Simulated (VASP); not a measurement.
# WS: relaxation of cell and atoms with PBE

The system is WS.

```
W S
1.0
     3.00789    0.00000    0.00000
     0.00000    3.00789    0.00000
     0.00000    0.00000    3.00789
W S
1 1
Direct
  0.50000 0.50000 0.50000
  0.00000 0.00000 0.00000
```

The cell was built by a generator and needn't be a form met in nature.

```json
{
  "Program": "VASP 6.6.1",
  "Task": "relaxation of cell and atoms",
  "Functional": "PBE",
  "Potentials or basis": "VASP PAW PBE potentials, release 64 (W_sv, S)",
  "Cutoff": "600 eV",
  "k mesh": "9 × 9 × 9",
  "Occupations": "gaussian, width 0.05 eV",
  "Spin": "no spin polarisation",
  "Further INCAR settings": "ALGO = Normal; EDIFF = 1e-06; IBRION = 2; EDIFFG = -0.01; NSW = 60; ISIF = 3"
}
```

```yaml
Relaxed_volume: 13.66 Å³/atom
Relaxed_cell: a = 3.012 Å, b = 3.012 Å, c = 3.012 Å, α = 90.00°, β = 90.00°, γ = 90.00°
Space_group_after_relaxing_to_0.05_Å: Pm-3m (No. 221)
Energy_gained_by_relaxing: 0.1 meV/atom
Ionic_steps: 3
Pressure_after_relaxing: 0.0 GPa
Band_gap_on_the_k_mesh: none (metal or under the smearing width)
```

The path:
| step | energy change (eV) | largest force (eV/Å) | pressure (GPa) | volume (Å³) |
| --- | --- | --- | --- | --- |
| 1 | 0.0000 | 0.0000 | 0.89 | 27.21 |
| 2 | 0.0008 | 0.0000 | -1.73 | 27.51 |
| 3 | -0.0003 | 0.0000 | -0.01 | 27.31 |

Final structure:
```xyz
2
Lattice="3.0115 0.0000 0.0000 0.0000 3.0115 0.0000 0.0000 0.0000 3.0115" Properties=species:S:1:pos:R:3 pbc="T T T"
W     1.5058    1.5058    1.5058
S     0.0000    0.0000    0.0000
```

Levels at points of the mesh, in eV from the Fermi level:
```csv
k point,band 8,band 9,band 10,band 11,band 12,band 13
"(0.00, 0.00, 0.00)",-2.84,-2.84,-2.84,1.20,1.20,1.20
```

Run time: 14 s on 1 thread of Intel(R) Xeon(R) Platinum 8488C (Sapphire Rapids) (shared host), peak memory 0.15 GiB.

The run has no spin-orbit coupling, so splittings on W are missing.
